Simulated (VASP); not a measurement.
# Cu3S (Pm-3m) in VASP: single point with PBE0

Aim: the single point of Cu3S with PBE0.

Everything below comes from runs of VASP 6.6.1. Logs are shortened: lines on timing, memory, paths and dates and some standing lists are left out, and cuts for length are marked.

## 1. The crystal as given

Symmetry: Pm-3m, No. 221, cubic system. The conventional cell has a = 4.148 Å, b = 4.148 Å, c = 4.148 Å, α = 90.00°, β = 90.00°, γ = 90.00°. Cu (site symmetry 4/mmm) has 2 S at 2.07 Å as nearest neighbours. S (site symmetry m-3m) has 6 Cu at 2.07 Å as nearest neighbours.

The cell was built by a generator and needn't be a form met in nature.

## 2. Single point, PBE0, collinear spin, typed start

The input, POSCAR:

```
Cu3S
1.0
    4.1482998400      0.0000000000      0.0000000000
    0.0000000000      4.1482998400      0.0000000000
    0.0000000000      0.0000000000      4.1482998400
Cu S
3 1
Direct
    0.5000000000      0.0000000000      0.0000000000
    0.0000000000      0.5000000000      0.0000000000
    0.0000000000      0.0000000000      0.5000000000
    0.0000000000      0.0000000000      0.0000000000
```

The input, INCAR.step1:

```
PREC = Accurate
ENCUT = 520
EDIFF = 1E-5
ISMEAR = -1
SIGMA = 0.1
LREAL = F
LASPH = T
NELM = 150
ALGO = Normal
ISIF = 2
LWAVE = T
LCHARG = F
ISPIN = 2
MAGMOM = 1 1 1 0
LORBIT = 11
LMAXMIX = 4
GGA = PE
NBANDS = 32
```

The input, INCAR.step2:

```
PREC = Accurate
ENCUT = 520
EDIFF = 1E-7
ISMEAR = -1
SIGMA = 0.1
LREAL = F
LASPH = T
NELM = 150
ALGO = Normal
ISIF = 2
LWAVE = F
LCHARG = F
ISPIN = 2
MAGMOM = 1 1 1 0
LORBIT = 11
LMAXMIX = 4
GGA = PE
LHFCALC = T
AEXX = 0.25
PRECFOCK = Normal
HFRCUT = -1
ISTART = 1
NBANDS = 32
```

The input, KPOINTS:

```
Automatic mesh
0
Gamma
  3 3 3
```

Potentials or basis: VASP PAW PBE potentials, release 64 (Cu, S).

Started as:

```sh
> cat potpaw_PBE.64/Cu/POTCAR potpaw_PBE.64/S/POTCAR > POTCAR
> cp INCAR.step1 INCAR
> mpirun -np 1 vasp_std > vasp.out
> cp INCAR.step2 INCAR
> mpirun -np 1 vasp_std > vasp.out
```

OUTCAR:

```text
PREC = Accurate
   ENCUT = 520
   EDIFF = 1E-7
   ISMEAR = -1
   LREAL = F
   LASPH = T
   NELM = 150
   ISIF = 2
   ISPIN = 2
   LORBIT = 11
   GGA = PE
   LHFCALC = T
   AEXX = 0.25
   PRECFOCK = Normal
   ISTART = 1

 ion  position               nearest neighbor table
   1  0.500  0.000  0.000-   4 2.07   4 2.07
   2  0.000  0.500  0.000-   4 2.07   4 2.07
   3  0.000  0.000  0.500-   4 2.07   4 2.07
   4  0.000  0.000  0.000-   1 2.07   2 2.07   3 2.07   3 2.07   2 2.07   1 2.07

  LATTYP: Found a simple cubic cell.
 ALAT       =     4.1482998400

  Lattice vectors:

 A1 = (   4.1482998400,   0.0000000000,   0.0000000000)
 A2 = (   0.0000000000,   4.1482998400,   0.0000000000)
 A3 = (   0.0000000000,   0.0000000000,   4.1482998400)

Analysis of symmetry for initial positions (statically):
=====================================================================
 Subroutine PRICEL returns:
 Original cell was already a primitive cell.

 Routine SETGRP: Setting up the symmetry group for a
 simple cubic supercell.

 Subroutine GETGRP returns: Found 48 space group operations
 (whereof 48 operations were pure point group operations)
 out of a pool of 48 trial point group operations.

The static configuration has the point symmetry O_h .

Analysis of symmetry for dynamics (positions and initial velocities):
=====================================================================
 Subroutine PRICEL returns:
 Original cell was already a primitive cell.

 Routine SETGRP: Setting up the symmetry group for a
 simple cubic supercell.

 Subroutine GETGRP returns: Found 48 space group operations
 (whereof 48 operations were pure point group operations)
 out of a pool of 48 trial point group operations.

The dynamic configuration has the point symmetry O_h .

Analysis of structural, dynamic, and magnetic symmetry:
=====================================================================
 Subroutine PRICEL returns:
 Original cell was already a primitive cell.

 Routine SETGRP: Setting up the symmetry group for a
 simple cubic supercell.

 Subroutine GETGRP returns: Found 48 space group operations
 (whereof 48 operations were pure point group operations)
 out of a pool of 48 trial point group operations.

The overall configuration has the point symmetry O_h .

 Subroutine INISYM returns: Found 48 space group operations
 (whereof 48 operations are pure point group operations),
 and found     1 'primitive' translations

----------------------------------------------------------------------------------------

                                     Primitive cell

  volume of cell :      71.3856

  direct lattice vectors                    reciprocal lattice vectors
     4.148299840  0.000000000  0.000000000     0.241062613  0.000000000  0.000000000
     0.000000000  4.148299840  0.000000000     0.000000000  0.241062613  0.000000000
     0.000000000  0.000000000  4.148299840     0.000000000  0.000000000  0.241062613

  length of vectors
     4.148299840  4.148299840  4.148299840     0.241062613  0.241062613  0.241062613

  position of ions in fractional coordinates (direct lattice)
     0.500000000  0.000000000  0.000000000
     0.000000000  0.500000000  0.000000000
     0.000000000  0.000000000  0.500000000
     0.000000000  0.000000000  0.000000000

  ion indices of the primitive-cell ions
   primitive index   ion index
                 1           1
                 2           2
                 3           3
                 4           4

----------------------------------------------------------------------------------------

 KPOINTS: Automatic mesh

Automatic generation of k-mesh.
 Grid dimensions read from file:
 generate k-points for:    3    3    3

 Generating k-lattice:

  Cartesian coordinates                     Fractional coordinates (reciprocal lattice)
     0.080354204  0.000000000  0.000000000     0.333333333  0.000000000  0.000000000
     0.000000000  0.080354204  0.000000000     0.000000000  0.333333333  0.000000000
     0.000000000  0.000000000  0.080354204     0.000000000  0.000000000  0.333333333

  Length of vectors
     0.080354204  0.080354204  0.080354204

  Shift w.r.t. Gamma in fractional coordinates (k-lattice)
     0.000000000  0.000000000  0.000000000

 Subroutine IBZKPT returns following result:
 ===========================================

 Found      4 irreducible k-points:

 Following reciprocal coordinates:
            Coordinates               Weight
  0.000000  0.000000  0.000000      1.000000
  0.333333  0.000000  0.000000      6.000000
  0.333333  0.333333  0.000000     12.000000
  0.333333  0.333333  0.333333      8.000000
   k-points           NKPTS =      4   k-points in BZ     NKDIM =     27   number of bands    NBANDS=     32
   number of dos      NEDOS =    301   number of ions     NIONS =      4
   total plane-waves  NPLWV =  32768
   dimension x,y,z NGX =    32 NGY =   32 NGZ =   32
   dimension x,y,z NGXF=    64 NGYF=   64 NGZF=   64
   ions per type =               3   1
   NGX,Y,Z   is equivalent  to a cutoff of  12.82, 12.82, 12.82 a.u.
   NGXF,Y,Z  is equivalent  to a cutoff of  25.65, 25.65, 25.65 a.u.
 SYSTEM =  unknown system
   PREC   = accura    normal or accurate (medium, high low for compatibility)
   ISTART =      1    job   : 0-new  1-cont  2-samecut
   ICHARG =      0    charge: 1-file 2-atom 10-const
   ISPIN  =      2    spin polarized calculation?
   LNONCOLLINEAR =      F non collinear calculations
   LSORBIT =      F    spin-orbit coupling
   LASPH  =      T    aspherical Exc in radial PAW
   ENCUT  =  520.0 eV  38.22 Ry    6.18 a.u.   7.71  7.71  7.71*2*pi/ulx,y,z
   NELM   =    150;   NELMIN=  2; NELMDL=  0     # of ELM steps
   EDIFF  = 0.1E-06   stopping-criterion for ELM
   LREAL  =      F    real-space projection
   EDIFFG = 0.1E-05   stopping-criterion for IOM
   NSW    =      0    number of steps for IOM
   IBRION =     -1    ionic relax: 0-MD 1-quasi-New 2-CG
   NFREE  =      0    steps in history (QN), initial steepest desc. (CG)
   ISIF   =      2    stress and relaxation
   ISYM   =      3    0-nonsym 1-usesym 2-fastsym
   POTIM  = 0.5000    time-step for ionic-motion
   TEBEG  =    0.0;   TEEND  =   0.0 temperature during run
   PSTRESS=    0.0 pullay stress
   NELECT =      39.0000    total number of electrons
   NUPDOWN=      -1.0000    fix difference up-down
   EMIN   =  10.00;   EMAX   =-10.00  energy-range for DOS
   EFERMI =   0.00;   METHOD = LEGACY
   ISMEAR =    -1;   SIGMA  =   0.10  broadening in eV -4-tet -1-fermi 0-gaus
   EFERMI_NEDOS =   21; number of points for ismear=-14 and -15
   IALGO  =     38    algorithm
   IMIX   =      1    mixing-type and parameters
     AMIX     =   0.40;   BMIX     =  1.00
     AMIX_MAG =   1.60;   BMIX_MAG =  1.00
  volume/ion in A,a.u.               =      17.85       120.43
  Fermi-wavevector in a.u.,A,eV,Ry     =   1.338319  2.529056 24.369355  1.791097
  Thomas-Fermi vector in A             =   2.466798
   LORBIT       =     11    0 simple, 1 ext, 2 COOP (PROOUT), +10 PAW based schemes
   GGA     = PE    functional components
   LHFCALC =     T    Hartree Fock is set to
   PRECFOCK=normal    Normal, Fast or Accurate (Low or Medium for compatibility)
   ENCUT4O =  -1.0   cutoff for four orbital integrals eV
   NKREDX  =     1    reduce k-point grid by
   NKREDY  =     1    reduce k-point grid by
   NKREDZ  =     1    reduce k-point grid by
   AEXX    =    0.2500 exact exchange contribution
   HFSCREEN=    0.0000 screening length (either q_TF or 0.3 A-1)
   HFSCREENC=   0.0000 screening length for correlation (either q_TF or 0.3 A-1)
   ENCUTFOCK=  -1.0 apply spherical cutoff to Coloumb kernel
   IVDW    =     0    specifies the selected vdW correction
   LEPSILON=     F    determine dielectric tensor
   LRPA    =     F    only Hartree local field effects (RPA)
 spin polarized calculation
  energy-cutoff  :      520.00
  volume of cell :       71.39
 maximum number of plane-waves:      1935
 NGX is ok and might be reduce to    32
  NGX = 24; NGY = 24; NGZ = 24

 number of electron      38.9999970 magnetization       0.4409412

 Free energy of the ion-electron system (eV)
  ---------------------------------------------------
  ext. energy  EPLUGINS =         0.00000000
  ---------------------------------------------------
  free energy    TOTEN  =       -15.12402978 eV

  energy without entropy =      -15.10580345  energy(sigma->0) =      -15.11491661

 E-fermi :   6.2181     XC(G=0):  -7.8400

 val. band max:        5.7126983048   @ k =   0.3333   0.0000   0.0000
 cond. band min:       6.5162259898   @ k =   0.3333   0.3333   0.0000
 fundamental gap:      0.8035276849
 Fermi energy:         6.2180753858

 spin component 1

 k-point     1 :       0.0000    0.0000    0.0000
  band No.  band energies     occupation
      1     -14.2927      1.00000
      2      -2.4716      1.00000
      3      -2.4716      1.00000
      4      -2.4716      1.00000
      5      -1.7055      1.00000
      6      -1.7055      1.00000
[... 23 lines left out ...]
     30      15.7774      0.00000
     31      15.7774      0.00000

 k-point     2 :       0.3333    0.0000    0.0000
  band No.  band energies     occupation
      1     -13.9953      1.00000
      2      -4.7952      1.00000
      3      -3.0952      1.00000
      4      -3.0952      1.00000
      5      -1.6461      1.00000
      6      -1.1483      1.00000
[... 23 lines left out ...]
     30      17.8934      0.00000
     31      19.7322      0.00000

 k-point     3 :       0.3333    0.3333    0.0000
  band No.  band energies     occupation
      1     -13.6907      1.00000
      2      -4.9729      1.00000
      3      -4.8902      1.00000
      4      -3.5013      1.00000
      5      -1.2084      1.00000
      6      -1.0408      1.00000
[... 23 lines left out ...]
     30      17.2887      0.00000
     31      17.6108      0.00000

 k-point     4 :       0.3333    0.3333    0.3333
  band No.  band energies     occupation
      1     -13.3727      1.00000
      2      -5.1157      1.00000
      3      -5.1157      1.00000
      4      -4.9578      1.00000
      5      -0.8746      1.00000
      6      -0.8746      1.00000
[... 23 lines left out ...]
     30      17.9698      0.00000
     31      17.9698      0.00000
 Fermi energy:         6.2180753858

 spin component 2

 k-point     1 :       0.0000    0.0000    0.0000
  band No.  band energies     occupation
      1     -14.2318      1.00000
      2      -2.3769      1.00000
      3      -2.3769      1.00000
      4      -2.3769      1.00000
      5      -1.6520      1.00000
      6      -1.6520      1.00000
[... 23 lines left out ...]
     30      15.9015      0.00000
     31      15.9015      0.00000

 k-point     2 :       0.3333    0.0000    0.0000
  band No.  band energies     occupation
      1     -13.9456      1.00000
      2      -4.6967      1.00000
      3      -3.0331      1.00000
      4      -3.0331      1.00000
      5      -1.6001      1.00000
      6      -1.0906      1.00000
[... 23 lines left out ...]
     30      18.2436      0.00000
     31      20.0396      0.00000

 k-point     3 :       0.3333    0.3333    0.0000
  band No.  band energies     occupation
      1     -13.6414      1.00000
      2      -4.9031      1.00000
      3      -4.8136      1.00000
      4      -3.4456      1.00000
      5      -1.1563      1.00000
      6      -0.9869      1.00000
[... 23 lines left out ...]
     30      17.4855      0.00000
     31      17.8201      0.00000

 k-point     4 :       0.3333    0.3333    0.3333
  band No.  band energies     occupation
      1     -13.3265      1.00000
      2      -5.0626      1.00000
      3      -5.0626      1.00000
      4      -4.9043      1.00000
      5      -0.8309      1.00000
      6      -0.8309      1.00000
[... 23 lines left out ...]
     30      18.1733      0.00000
     31      18.1733      0.00000
 [bands above 31 left out]

------------------------ aborting loop because EDIFF is reached ----------------------------------------

  FORCE on cell =-STRESS in cart. coord.  units (eV):
  Direction    XX          YY          ZZ          XY          YZ          ZX
  --------------------------------------------------------------------------------------
  -------------------------------------------------------------------------------------
  Total        6.8625316      6.8625316      6.8625316      0.0000000      0.0000000      0.0000000
  in kB      154.0226249    154.0226249    154.0226249      0.0000000      0.0000000      0.0000000
  external PRESSURE =     154.0226249 kB  Pullay stress =       0.0000000 kB

 VOLUME and BASIS-vectors are now :
 -----------------------------------------------------------------------------
  energy-cutoff  :      520.00
  volume of cell :       71.39
      direct lattice vectors                 reciprocal lattice vectors
     4.148299840  0.000000000  0.000000000     0.241062613  0.000000000  0.000000000
     0.000000000  4.148299840  0.000000000     0.000000000  0.241062613  0.000000000
     0.000000000  0.000000000  4.148299840     0.000000000  0.000000000  0.241062613

 POSITION                                       TOTAL-FORCE (eV/Angst)
 -----------------------------------------------------------------------------------
      2.07415      0.00000      0.00000         0.000000      0.000000      0.000000
      0.00000      2.07415      0.00000         0.000000      0.000000      0.000000
      0.00000      0.00000      2.07415         0.000000      0.000000      0.000000
      0.00000      0.00000      0.00000         0.000000      0.000000      0.000000
 -----------------------------------------------------------------------------------
    total drift:                                0.000001      0.000000     -0.000000

  FREE ENERGIE OF THE ION-ELECTRON SYSTEM (eV)
  ---------------------------------------------------
  free  energy   TOTEN  =       -15.1240297761 eV

  energy  without entropy=      -15.1058034485  energy(sigma->0) =      -15.11491661

 total charge

# of ion       s       p       d       tot
------------------------------------------
    1        0.414   0.362   9.372  10.148
    2        0.414   0.362   9.372  10.148
    3        0.414   0.362   9.372  10.148
    4        1.338   2.534   0.000   3.872
--------------------------------------------------
tot          2.581   3.619  28.115  34.315

 magnetization (x)

# of ion       s       p       d       tot
------------------------------------------
    1        0.002   0.027   0.012   0.040
    2        0.002   0.027   0.012   0.040
    3        0.002   0.027   0.012   0.040
    4       -0.001   0.009   0.000   0.009
--------------------------------------------------
tot          0.004   0.091   0.035   0.130
```

Run time: 7.3 min. Hardware: 1 thread of Intel Xeon 6975P-C (Granite Rapids), shared host; peak memory 0.22 GiB.

What came out:

| Property | Result |
| --- | --- |
| Free energy | -15.1240 eV |
| Pressure | 15.4 GPa |
| Band gap on the k mesh | none (metal or under the smearing width) |
| Net moment | 0.44 μB per cell |
| Site moments | Cu +0.04; S +0.01 μB |
| Valence electrons inside the program's atomic spheres | Cu 10.15; S 3.87 |

Caveat: the k mesh is coarse (spacing up to 0.50 Å⁻¹), so the values aren't converged, least of all with exact exchange; so large a pressure means that the cell lies far from this level's equilibrium, or that cutoff or potentials fall short; the potentials were made for another functional, which shifts forces and pressure.
